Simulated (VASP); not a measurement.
Input:

```yaml
crystal:
  lattice:
    - [5.42967, 0.00000, 0.00000]
    - [-2.71483, 4.70223, 0.00000]
    - [0.00000, 0.00000, 3.04401]
  atoms:
    - { symbol: Sc, position: [0.00000, 0.00000, 0.50000] }
    - { symbol: B, position: [0.33333, 0.66667, 0.50000] }
    - { symbol: B, position: [0.66667, 0.33333, 0.50000] }
    - { symbol: Ir, position: [0.00000, 0.50000, 0.00000] }
    - { symbol: Ir, position: [0.50000, 0.00000, 0.00000] }
    - { symbol: Ir, position: [0.50000, 0.50000, 0.00000] }
```

Calculation: LDA (Ceperley-Alder, Perdew-Zunger), VASP's LDA PAW potentials (set 64) (plane waves; VASP). Numerical set-up: 400 eV cut-off, 8×8×13 Γ-centred mesh, Fermi-Dirac smearing of 0.10 eV, potentials Sc_sv B Ir.

At this cut-off the stress carries a Pulay error, which pulls relaxed volumes low.

Give the stress tensor in GPa (positive for a compressed cell).

```
-7.85   0.00   0.00
 0.00  -7.85   0.00
 0.00   0.00  -7.68
```
The pressure is its mean diagonal, -7.80 GPa.

The structure comes from a computed database's ScB2Ir3 entry (P6/mmm); how it stands against other phases isn't given here. The cell was not relaxed at this level.
